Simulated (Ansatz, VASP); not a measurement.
# LuNiO2 (infinite layer prototype): VASP beside Ansatz, part 2 of 2

One calculation is typed for both programs; each brings its own data sets. How far apart do they land? The cell is invented: As first built, before any earlier steps moved the atoms (in the runner's words): infinite layer prototype, lattice guessed from radii. It may not be a known or stable phase. The two relaxations start from unlike cells of this crystal (the structure described is Ansatz's start), so only their ends are compared.

VASP 6.6.1 and Ansatz 0.2.0.

So far: Set-up; Ansatz: relaxation of cell and atoms, PBEsol, DFT+U.

### 3. VASP: relaxation of cell and atoms, PBEsol, DFT+U

Level of this step: PBEsol, DFT+U (Ni d 6 eV), spin-polarised from a ferromagnetic start, 4f electrons in the core; plane waves and PAW (Lu_3, Ni, O); invented cell (VASP).

Its own start cell and the same functional, mesh and smearing now go to VASP, with its own data sets.

Lines of VASP's logs that name or quote its potential files are left out, and so is its time.

Contents of INCAR:

```
SYSTEM = LuNiO2
PREC = Accurate
ENCUT = 600
EDIFF = 1E-07
NELM = 200
ISMEAR = -1
SIGMA = 0.05
LREAL = .FALSE.
ALGO = Normal
GGA = PS
NBANDS = 24
ISPIN = 2
MAGMOM = -0 0.84 0.01 0.01
LDAU = .TRUE.
LDAUTYPE = 2
LDAUL = -1 2 -1
LDAUU = 0 6 0
LDAUJ = 0 0 0
LDAUPRINT = 1
LASPH = .TRUE.
LMAXMIX = 4
LORBIT = 11
LWAVE = .FALSE.
LCHARG = .FALSE.
ISIF = 3
IBRION = 2
NSW = 80
EDIFFG = -0.005
GGA_COMPAT = .FALSE.
NELMIN = 4
KPAR = 2
```

Contents of POSCAR:

```
LuNiO2
1.0
    3.7703663638      0.0000000000      0.0000000000
    0.0000000000      3.7703663638      0.0000000000
    0.0000000000      0.0000000000      2.9589367655
Lu Ni O
1 1 2
Direct
    0.5000000000      0.5000000000      0.5000000000
    0.0000000000      0.0000000000      0.0000000000
    0.5000000000      0.0000000000      0.0000000000
    0.0000000000      0.5000000000      0.0000000000
```

Contents of KPOINTS:

```
Automatic mesh
0
Gamma
6 6 7
0 0 0
```

PAW data sets: Lu_3, Ni and O (PBE family, release 64).

Launch:

```bash
$ mpirun -np 2 vasp_std
```

Numbers of over 12 decimals in the logs are rounded to 6 here.

The log of the run:

```text
[banner, memory and clock lines left out]
running    2 mpi-ranks, on    1 nodes
 distrk:  each k-point on    1 cores,    2 groups
 distr:  one band on    1 cores,    1 groups

 POSCAR found type information on POSCAR LuNiO
 POSCAR found :  3 types and       4 ions
|                                                                             |
|               ----> ADVICE to this user running VASP <----                  |
|                                                                             |
|     You enforced a specific xc type in the INCAR file but a different       |
|     [... a line on the potential file left out ...]
|     I HOPE YOU KNOW WHAT YOU ARE DOING!                                     |
|                                                                             |

 LDA part: xc-table for (Slater+PW92), standard interpolation
 POSCAR, INCAR and KPOINTS ok, starting setup
 FFT: planning ... GRIDC
 FFT: planning ... GRID_SOFT
 FFT: planning ... GRID
 WAVECAR not read
 entering main loop
       N       E                     dE             d eps       ncg     rms          rms(c)
DAV:   1     0.223141396369E+03    0.22314E+03   -0.15299E+04  5232   0.182E+03
DAV:   2    -0.105988784982E+02   -0.23374E+03   -0.21430E+03  6072   0.568E+02
DAV:   3    -0.292766327375E+02   -0.18678E+02   -0.18367E+02  5928   0.155E+02
DAV:   4    -0.295147590095E+02   -0.23813E+00   -0.23767E+00  5576   0.127E+01
DAV:   5    -0.295201498468E+02   -0.53908E-02   -0.53891E-02  4840   0.188E+00    0.292E+01
DAV:   6    -0.282402148981E+02    0.12799E+01   -0.13856E+01  6688   0.594E+01    0.253E+01
DAV:   7    -0.278686006453E+02    0.37161E+00   -0.48885E+00  6112   0.495E+01    0.163E+01
DAV:   8    -0.278896766435E+02   -0.21076E-01   -0.86223E-01  5688   0.139E+01    0.821E+00
DAV:   9    -0.279019654592E+02   -0.12289E-01   -0.10636E-01  6912   0.455E+00    0.187E+00
DAV:  10    -0.279061211471E+02   -0.41557E-02   -0.14853E-02  5352   0.210E+00    0.112E+00
DAV:  11    -0.279060094099E+02    0.11174E-03   -0.27421E-03  6552   0.733E-01    0.741E-01
DAV:  12    -0.279062977460E+02   -0.28834E-03   -0.13802E-03  6640   0.537E-01    0.141E-01
DAV:  13    -0.279064881318E+02   -0.19039E-03   -0.36218E-04  5184   0.364E-01    0.122E-01
DAV:  14    -0.279065107398E+02   -0.22608E-04   -0.92702E-05  6168   0.846E-02    0.551E-02
DAV:  15    -0.279065197056E+02   -0.89657E-05   -0.18282E-05  5680   0.461E-02    0.102E-02
DAV:  16    -0.279065208487E+02   -0.11432E-05   -0.28645E-06  6008   0.171E-02    0.450E-03
DAV:  17    -0.279065209581E+02   -0.10940E-06   -0.43401E-07  3856   0.683E-03    0.250E-03
DAV:  18    -0.279065210012E+02   -0.43003E-07   -0.84040E-08  2872   0.413E-03
   1 F= -.27906521E+02 E0= -.27903969E+02  d E =-.279065E+02  mag=     0.9144
 curvature:   0.00 expect dE= 0.000E+00 dE for cont linesearch  0.000E+00
 trial: gam= 0.00000 g(F)=  0.000E+00 g(S)=  0.162E-04 ort = 0.000E+00 (trialstep = 0.100E+01)
 search vector abs. value=  0.162E-04
 bond charge predicted
       N       E                     dE             d eps       ncg     rms          rms(c)
DAV:   1    -0.279066216740E+02   -0.10072E-03   -0.21426E-03  5368   0.676E-01    0.955E-02
DAV:   2    -0.279065656757E+02    0.55998E-04   -0.67360E-04  6072   0.425E-01    0.840E-02
DAV:   3    -0.279065309439E+02    0.34732E-04   -0.15444E-04  6280   0.256E-01    0.348E-02
DAV:   4    -0.279065251286E+02    0.58152E-05   -0.78414E-06  6840   0.468E-02    0.151E-02
DAV:   5    -0.279065235637E+02    0.15649E-05   -0.26162E-06  6640   0.268E-02    0.772E-03
DAV:   6    -0.279065234858E+02    0.77835E-07   -0.26917E-07  3832   0.911E-03
   2 F= -.27906523E+02 E0= -.27903972E+02  d E =-.248467E-05  mag=     0.9146
 trial-energy change:   -0.000002  1 .order   -0.000003   -0.000016    0.000010
 step:   0.5824(harm=  0.6266)  dis= 0.00000  next Energy=   -27.906526 (dE=-0.455E-05)
 reached required accuracy - stopping structural energy minimisation
```

Parts of OUTCAR (step 3):

```text
ion  position               nearest neighbor table
   1  0.500  0.500  0.500-   3 2.40   4 2.40   3 2.40   4 2.40   3 2.40   3 2.40   4 2.40   4 2.40
                             2 3.05   2 3.05   2 3.05   2 3.05   2 3.05   2 3.05   2 3.05   2 3.05
   2  0.000  0.000  0.000-   3 1.89   4 1.89   4 1.89   3 1.89   1 3.05   1 3.05   1 3.05   1 3.05
                             1 3.05   1 3.05   1 3.05   1 3.05
   3  0.500  0.000  0.000-   2 1.89   2 1.89   1 2.40   1 2.40   1 2.40   1 2.40
   4  0.000  0.500  0.000-   2 1.89   2 1.89   1 2.40   1 2.40   1 2.40   1 2.40

  LATTYP: Found a simple tetragonal cell.
 ALAT       =     3.7703663638
 C/A-ratio  =     0.7847875989

 Subroutine GETGRP returns: Found 16 space group operations
 (whereof 16 operations were pure point group operations)

The static configuration has the point symmetry D_4h.

 Found     40 irreducible k-points:

   k-points           NKPTS =     40   k-points in BZ     NKDIM =     40   number of bands    NBANDS=     24

   dimension x,y,z NGX =    30 NGY =   30 NGZ =   24
   dimension x,y,z NGXF=    60 NGYF=   60 NGZF=   48

   ENCUT  =  600.0 eV  44.10 Ry    6.64 a.u.   7.53  7.53  5.91*2*pi/ulx,y,z

   NELECT =      31.0000    total number of electrons

 k-points in reciprocal lattice and weights: Automatic mesh
   0.00000000  0.00000000  0.00000000       0.004
   0.16666667  0.00000000  0.00000000       0.016
   0.33333333  0.00000000  0.00000000       0.016
   0.50000000  0.00000000  0.00000000       0.008
   0.16666667  0.16666667  0.00000000       0.016
   0.33333333  0.16666667  0.00000000       0.032
   0.50000000  0.16666667  0.00000000       0.016
   0.33333333  0.33333333  0.00000000       0.016
   0.50000000  0.33333333  0.00000000       0.016
[...]
0.50000000  0.33333333  0.42857143       0.032
   0.50000000  0.50000000  0.42857143       0.008

atom =   2  type =  2  l = 2

 onsite density matrix

spin component  1

  0.9842 -0.0000  0.0000  0.0000 -0.0000
 -0.0000  0.9623  0.0000  0.0000 -0.0000
  0.0000  0.0000  0.9035  0.0000 -0.0000
  0.0000  0.0000  0.0000  0.9623 -0.0000
 -0.0000 -0.0000 -0.0000 -0.0000  1.0498

spin component  2

  0.9808 -0.0000  0.0000  0.0000  0.0000
 -0.0000  0.9556  0.0000  0.0000  0.0000
  0.0000  0.0000  0.8564 -0.0000 -0.0000
  0.0000  0.0000 -0.0000  0.9556  0.0000
  0.0000  0.0000 -0.0000  0.0000  0.2028

 occupancies and eigenvectors

  o =  0.2028  v =  0.0000  0.0000  0.0000  0.0000  0.0000  0.0000  0.0000  0.0000 -0.0000 -1.0000      0.0000  0.0000  0.0000  0.0000  0.0000  0.0000  0.0000  0.0000  0.0000  0.0000
  o =  0.8564  v =  0.0000  0.0000  0.0000  0.0000  0.0000  0.0000 -0.0000 -1.0000 -0.0000 -0.0000      0.0000  0.0000  0.0000  0.0000  0.0000  0.0000  0.0000  0.0000  0.0000  0.0000
  o =  0.9035  v =  0.0000  0.0000  1.0000  0.0000  0.0000  0.0000  0.0000  0.0000  0.0000  0.0000      0.0000  0.0000  0.0000  0.0000  0.0000  0.0000  0.0000  0.0000  0.0000  0.0000
  o =  0.9556  v =  0.0000  0.0000  0.0000  0.0000  0.0000  0.0000 -0.9408  0.0000  0.3390 -0.0000      0.0000  0.0000  0.0000  0.0000  0.0000  0.0000  0.0000  0.0000  0.0000  0.0000
  o =  0.9556  v =  0.0000  0.0000  0.0000  0.0000  0.0000  0.0000 -0.3390  0.0000 -0.9408  0.0000      0.0000  0.0000  0.0000  0.0000  0.0000  0.0000  0.0000  0.0000  0.0000  0.0000
  o =  0.9623  v =  0.0000 -0.7177  0.0000 -0.6964  0.0000  0.0000  0.0000  0.0000  0.0000  0.0000      0.0000  0.0000  0.0000  0.0000  0.0000  0.0000  0.0000  0.0000  0.0000  0.0000
  o =  0.9623  v =  0.0000  0.6964  0.0000 -0.7177 -0.0000  0.0000  0.0000  0.0000  0.0000  0.0000      0.0000  0.0000  0.0000  0.0000  0.0000  0.0000  0.0000  0.0000  0.0000  0.0000
  o =  0.9808  v =  0.0000  0.0000  0.0000  0.0000  0.0000  1.0000  0.0000  0.0000  0.0000  0.0000      0.0000  0.0000  0.0000  0.0000  0.0000  0.0000  0.0000  0.0000  0.0000  0.0000
  o =  0.9842  v =  1.0000  0.0000  0.0000  0.0000  0.0000  0.0000  0.0000  0.0000  0.0000  0.0000      0.0000  0.0000  0.0000  0.0000  0.0000  0.0000  0.0000  0.0000  0.0000  0.0000
  o =  1.0498  v =  0.0000 -0.0000  0.0000  0.0000 -1.0000  0.0000  0.0000  0.0000  0.0000  0.0000      0.0000  0.0000  0.0000  0.0000  0.0000  0.0000  0.0000  0.0000  0.0000  0.0000

 average (electrostatic) potential at core
       1 -28.7087       2 -82.9232       3 -69.3689       4 -69.3689

 E-fermi :   7.1467

 spin component 1
 k-point     1 :       0.0000    0.0000    0.0000
  band No.  band energies     occupation
    ...
     13       3.3758      1.00000
     14       3.6284      1.00000
     15       3.6285      1.00000
     16       3.6285      1.00000
     17       6.1749      1.00000
     18       8.4517      0.00000
     19      10.6323      0.00000
     20      10.7383      0.00000
     21      12.2748      0.00000
     22      12.2748      0.00000
    ...

 k-point     2 :       0.1667    0.0000    0.0000
  band No.  band energies     occupation
    ...
     13       3.6394      1.00000
     14       3.8852      1.00000
     15       3.8968      1.00000
     16       4.4192      1.00000
     17       6.5931      0.99998
     18       9.1650      0.00000
     19      10.7359      0.00000
     20      10.8752      0.00000
     21      12.2716      0.00000
     22      12.8017      0.00000
    ...

 k-point     3 :       0.3333    0.0000    0.0000
  band No.  band energies     occupation
    ...
     12       2.9856      1.00000
     13       3.6615      1.00000
     14       4.3953      1.00000
     15       4.4693      1.00000
     16       5.0984      1.00000
     17       7.3512      0.01644
     18      10.1360      0.00000
     19      10.7352      0.00000
     20      11.4971      0.00000
     21      12.2650      0.00000
    ...

 k-point     4 :       0.5000    0.0000    0.0000
  band No.  band energies     occupation
    ...
     12       3.0851      1.00000
     13       3.6726      1.00000
     14       4.5599      1.00000
     15       4.6868      1.00000
     16       5.3674      1.00000
     17       7.7418      0.00001
     18      10.3651      0.00000
     19      10.7366      0.00000
     20      11.9041      0.00000
     21      12.2616      0.00000
    ...

 k-point     5 :       0.1667    0.1667    0.0000
  band No.  band energies     occupation
    ...
     13       3.5832      1.00000
     14       4.1191      1.00000
     15       4.4898      1.00000
     16       4.8507      1.00000
     17       6.9522      0.97996
     18       9.7197      0.00000
     19      10.7798      0.00000
     20      11.1392      0.00000
     21      12.7602      0.00000
     22      12.8568      0.00000
    ...

 k-point     6 :       0.3333    0.1667    0.0000
  band No.  band energies     occupation
    ...
     12       2.9841      1.00000
     13       4.1246      1.00000
     14       4.1831      1.00000
     15       5.0281      1.00000
     16       5.5098      1.00000
     17       7.6807      0.00002
     18      10.6553      0.00000
     19      10.8842      0.00000
     20      11.7462      0.00000
     21      12.8192      0.00000
    ...

  Total       -0.0155096     -0.0155096     -0.0010820      0.0000000      0.0000000      0.0000000
  in kB       -0.5904067     -0.5904067     -0.0411877      0.0000000      0.0000000      0.0000000
  external PRESSURE =      -0.4073337 kB  Pullay stress =       0.0000000 kB

  energy-cutoff  :      600.00
  volume of cell :       42.09
      direct lattice vectors                 reciprocal lattice vectors
     3.771541222  0.000000000  0.000000000     0.265143595  0.000000000  0.000000000
     0.000000000  3.771541222  0.000000000     0.000000000  0.265143595 -0.000000000
     0.000000000  0.000000000  2.958851668     0.000000000 -0.000000000  0.337968953

 POSITION                                       TOTAL-FORCE (eV/Angst)
 -----------------------------------------------------------------------------------
      1.88577      1.88577      1.47943         0.000000      0.000000      0.000000
      0.00000      0.00000      0.00000         0.000000      0.000000      0.000000
      1.88577      0.00000      0.00000         0.000000      0.000000      0.000000
      0.00000      1.88577      0.00000         0.000000     -0.000000      0.000000
 -----------------------------------------------------------------------------------
    total drift:                                0.000000     -0.000000      0.000000

  FREE ENERGIE OF THE ION-ELECTRON SYSTEM (eV)
  ---------------------------------------------------
  free  energy   TOTEN  =       -27.9065234858 eV

  energy  without entropy=      -27.9014200754  energy(sigma->0) =      -27.90397178

 reached required accuracy - stopping structural energy minimisation

 total charge
# of ion       s       p       d       tot
------------------------------------------
    1        0.328   6.664   1.076   8.068
    2        0.434   0.565   8.768   9.768
    3        1.542   3.495   0.000   5.037
    4        1.542   3.495   0.000   5.037
--------------------------------------------------
tot          3.847  14.219   9.844  27.910

 magnetization (x)
# of ion       s       p       d       tot
------------------------------------------
    1       -0.001  -0.003  -0.010  -0.014
    2        0.009   0.008   0.909   0.927
    3        0.007   0.012   0.000   0.019
    4        0.007   0.012   0.000   0.019
--------------------------------------------------
tot          0.022   0.030   0.899   0.950

[... 6 further parts left out ...]
```

CONTCAR:

```
LuNiO2
   1.00000000000000
     3.7715412216424649    0.0000000000000000    0.0000000000000000
     0.0000000000000000    3.7715412216424649    0.0000000000000000
     0.0000000000000000    0.0000000000000000    2.9588516683808939
  Lu              Ni              O
     1     1     2
Direct
     0.5000000000000000    0.5000000000000000    0.5000000000000000
     0.0000000000000000    0.0000000000000000    0.0000000000000000
     0.5000000000000000    0.0000000000000000    0.0000000000000000
     0.0000000000000000    0.5000000000000000    0.0000000000000000
```

The data set Lu_3 holds the 4f electrons frozen in the core, so no f bands or f moments appear. The cell holds one magnetic atom, so no antiferromagnetic order fits into it. The k-mesh is coarse for a metal.

### 4. Differences

Known differences besides the potentials themselves: VASP starts from the moments at which Ansatz ended; U acts on the PAW sphere in VASP and on atomic orbitals in Ansatz, so only states and trends compare; the data sets hold 55 valence electrons in Ansatz (on its default PAW (the set named soft_2) files) and 31 in VASP; the cutoff is 420 eV in Ansatz and 600 eV in VASP; Ansatz makes its cores anew for this functional, VASP keeps those of its PBE data sets; site moments are counted in spheres of each program's own size. Total energies have different zeros and are not compared.

Both answers:

```csv
quantity,Ansatz,VASP,difference
volume (Å³),44.22,42.09,+5.07 %
"edge a after relaxation, in the typed setting (Å)",3.847,3.772,+2.01 %
"edge c after relaxation, in the typed setting (Å)",2.988,2.959,+0.97 %
total moment (μB),0.89,0.91,-0.03
moment on Ni2 (μB),0.84,0.93,-0.09
```

### 5. Outcome

```yaml
difference_in_volume_relaxation_of_cell_and_atoms_pbesol_dft_u: 5.1 %
```

What this shows: The difference in volume is 5.1 % (relaxation of cell and atoms, PBEsol, DFT+U). The data sets hold unlike numbers of valence electrons (55 in Ansatz and 31 in VASP), so part of the differences comes from the potentials. What causes the difference of the relaxation of cell and atoms, PBEsol, DFT+U pair stays open here. How closely two codes agree says nothing of how well the functional describes the real material.

[Lines on the potential files, build, host, timing and source positions are cut from VASP's logs without a mark.]

[Logs are printed without paths, hosts, clocks, repeated set-up lines and the standing remarks that a program may print on its own settings, such as how far it seeks lower states.]

[Hosts, paths, dates, database ids (printed as entryN), source tags and the programs' standing remarks are cut or masked in the printed files.]
